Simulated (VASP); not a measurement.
A VASP calculation is set up with these files.

### INCAR
```
SYSTEM = TaSi2
PREC = Accurate
ENCUT = 400
EDIFF = 1E-6
NELM = 100
ALGO = Normal
LREAL = .FALSE.
LASPH = .TRUE.
ISMEAR = 1
SIGMA = 0.1
GGA = PS
LMAXMIX = 6
LWAVE = .FALSE.
LCHARG = .FALSE.
IBRION = 2
ISIF = 3
NSW = 60
EDIFFG = -0.01
```

KPOINTS:
```
Automatic
0
G
  8 8 5
0 0 0
```

**POSCAR**
```
TaSi2
1.0
  4.7206090000   0.0000000000   0.0000000000
 -2.3603040000   4.0881670000   0.0000000000
  0.0000000000   0.0000000000   6.7895040000
Ta Si
3 6
Cart
  2.3603045000   0.0000000000   0.0000000000
  1.1801525000   2.0440835000   2.2631657368
 -1.1801520000   2.0440835000   4.5263382632
  0.0000001656   1.3539191471   0.0000000000
  3.5480806163   0.6769595735   2.2631657368
  1.1877764507   3.4112074265   4.5263382632
  2.3603048344   2.7342478529   0.0000000000
 -1.1877756163   3.4112074265   2.2631657368
  1.1725285493   0.6769595735   4.5263382632
```

POTCAR, in this order: Ta_pv Si (PBE.64 set). Program: vasp_std.

**Question.** Translate this PBEsol calculation to Ansatz.

**Answer.** One equivalent input (not run):
Ansatz 0.2 input:
```yaml
crystal:
  lattice:
    - [4.7206090, 0.0000000, 0.0000000]
    - [-2.3603040, 4.0881670, 0.0000000]
    - [0.0000000, 0.0000000, 6.7895040]
  atoms:
    - { symbol: Ta, position: [0.5000000, 0.0000000, 0.0000000] }
    - { symbol: Ta, position: [0.5000000, 0.5000000, 0.3333330] }
    - { symbol: Ta, position: [0.0000000, 0.5000000, 0.6666670] }
    - { symbol: Si, position: [0.1655900, 0.3311800, 0.0000000] }
    - { symbol: Si, position: [0.8344100, 0.1655900, 0.3333330] }
    - { symbol: Si, position: [0.6688200, 0.8344100, 0.6666670] }
    - { symbol: Si, position: [0.8344100, 0.6688200, 0.0000000] }
    - { symbol: Si, position: [0.1655900, 0.8344100, 0.3333330] }
    - { symbol: Si, position: [0.3311800, 0.1655900, 0.6666670] }
kpoints:
  mp_grid: { grid: [8, 8, 5] }
hamiltonian:
  xc: pbesol
  pseudopotentials: { kind: paw }
scf:
  occupations: { method: methfessel_paxton, width: 0.1 }
  max_iter: 100
relax:
  max_steps: 60
  f_tol: 0.01
  cell: {}
output: { forces: true, stress: true, eigenvalues: true }
```
Limits of the translation: each code has its own PAW files, so the cut-off isn't converted (ENCUT is set for VASP's; basis.ecutwfc is left out, and Ansatz then takes the one that its files recommend); Ansatz stops its SCF on the density residual and VASP on the energy change (EDIFF).

The structure was generated: TaSi2 was put into the CrSi2 type (P6_222), which need not be its known phase. This run relaxes it. Symmetry was kept, so distortions that lower it aren't found.
